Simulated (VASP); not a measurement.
Data:

```yaml
crystal:
  lattice:
    - [0.00000, 2.39785, 2.39785]
    - [2.39785, 0.00000, 2.39785]
    - [2.39785, 2.39785, 0.00000]
  atoms:
    - { symbol: Na, position: [0.00000, 0.00000, 0.00000] }
    - { symbol: H, position: [0.50000, 0.50000, 0.50000] }
```

These are PBE GGA with D4 dispersion, VASP's PBE PAW potentials (set 64) (plane waves; VASP) values and carry that method's errors. Numerical set-up: 520 eV cut-off, Gaussian smearing of 0.050 eV, potentials Na_pv H.

### Question
Give the energies of bands 4 to 7 at the high-symmetry points, in eV from the valence-band maximum.

### Answer

```
band      Γ      X      U      L     W
----  -----  -----  -----  -----  ----
4     -3.68  -0.18  -0.12  -0.87  0.00
5     10.62   4.68   5.38   3.80  6.09
6     15.77  10.12   6.43  10.94  6.09
7     15.77  10.82  11.41  13.53  8.51
```

The gap is indirect, 3.80 eV, from the valence maximum at W to the conduction minimum at L.

The compound is NaH in the rock salt structure. It was relaxed first, which changed the volume by -5 %.
